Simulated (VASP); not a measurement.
Here is the system:

```
CELL_PARAMETERS angstrom
      3.99000     0.00000     0.00000
      0.00000     3.99000     0.00000
      0.00000     0.00000     4.04000
ATOMIC_POSITIONS crystal
  Ba 0.00000 0.00000 0.00000
  Ti 0.50000 0.50000 0.51300
  O  0.50000 0.50000 0.97700
  O  0.00000 0.50000 0.48700
  O  0.50000 0.00000 0.48700
```

Method: PBEsol GGA, VASP's PBE PAW potentials (set 64) (plane waves; VASP). Settings: 400 eV cut-off, 6×6×6 Γ-centred mesh, Fermi-Dirac smearing of 0.010 eV, potentials Ba_sv Ti_sv O.

At this cut-off the stress carries a Pulay error, which pulls relaxed volumes low.

Give the force on each atom (eV/Å).

```json
[
 {"atom": "Ba1", "Fx": "0.000", "Fy": "0.000", "Fz": "0.000"},
 {"atom": "Ti2", "Fx": "0.000", "Fy": "0.000", "Fz": "0.200"},
 {"atom": "O3", "Fx": "0.000", "Fy": "0.000", "Fz": "-0.135"},
 {"atom": "O4", "Fx": "0.000", "Fy": "0.000", "Fz": "-0.033"},
 {"atom": "O5", "Fx": "0.000", "Fy": "0.000", "Fz": "-0.033"}
]
```

Give the stress tensor in GPa (positive for a compressed cell).

```
-6.70   0.00   0.00
 0.00  -6.70   0.00
 0.00   0.00  -6.21
```
The pressure is its mean diagonal, -6.54 GPa.

The structure is a typed BaTiO3 crystal. The cell was not relaxed at this level.
